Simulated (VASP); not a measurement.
Data:

```yaml
crystal:
  lattice:
    - [0.00000, 3.71002, 3.71002]
    - [3.71002, 0.00000, 3.71002]
    - [3.71002, 3.71002, 0.00000]
  atoms:
    - { symbol: Pr, position: [0.00000, 0.00000, 0.00000] }
    - { symbol: Mg, position: [0.50000, 0.50000, 0.50000] }
    - { symbol: Mg, position: [0.75000, 0.75000, 0.75000] }
    - { symbol: Mg, position: [0.25000, 0.25000, 0.25000] }
```

All values below come from r2SCAN meta-GGA, VASP's PBE PAW potentials (set 64) (plane waves; VASP). Run with 480 eV cut-off, 8×8×8 Γ-centred mesh, first-order Methfessel-Paxton smearing of 0.10 eV, potentials Pr_3 Mg.

The 4f electrons are frozen in the core of the lanthanide potential, so 4f levels, which can set the real gap, and their magnetism are missing.

Stress in GPa, positive for a compressed cell; the cube axes lie along x, y and z, and the ions stay on their sites.

```json
[
 {"strain": "none", "σxx": "0.07", "σyy": "0.07", "σzz": "0.07"},
 {"strain": "εxx = -1.0 %, εyy = -1.0 %, εzz = -1.0 %", "σxx": "1.36", "σyy": "1.36", "σzz": "1.36"},
 {"strain": "εxx = +1.5 %", "σxx": "-0.80", "σyy": "-0.36", "σzz": "-0.36"},
 {"strain": "εxx = -2.0 %, εyy = -2.0 %, εzz = -2.0 %", "σxx": "2.80", "σyy": "2.80", "σzz": "2.80"},
 {"strain": "εxx = +2.0 %, εyy = +2.0 %, εzz = +2.0 %", "σxx": "-2.08", "σyy": "-2.08", "σzz": "-2.08"}
]
```

Fit C11 and C12 to these rows, and predict the stress for εxx = -3.0 %, εyy = -3.0 %, εzz = -3.0 %.

Least squares on Δσ_i = −C11 ε_i − C12 (ε_j + ε_k) over all components shown gives C11 = 60 GPa and C12 = 31 GPa, and so σxx, σyy, σzz = 3.75, 3.75, 3.75 GPa. The run gave 4.42, 4.42, 4.42 GPa; the difference holds the non-linear terms and numerical noise.

Left out are shears, moved atoms, failed runs and, from the fit, strains over 2.5 %.

The structure comes from a computed database's PrMg3 entry (Fm-3m); how it stands against other phases isn't given here. The electron count is odd and the run is not spin-polarised, which forces a metal.
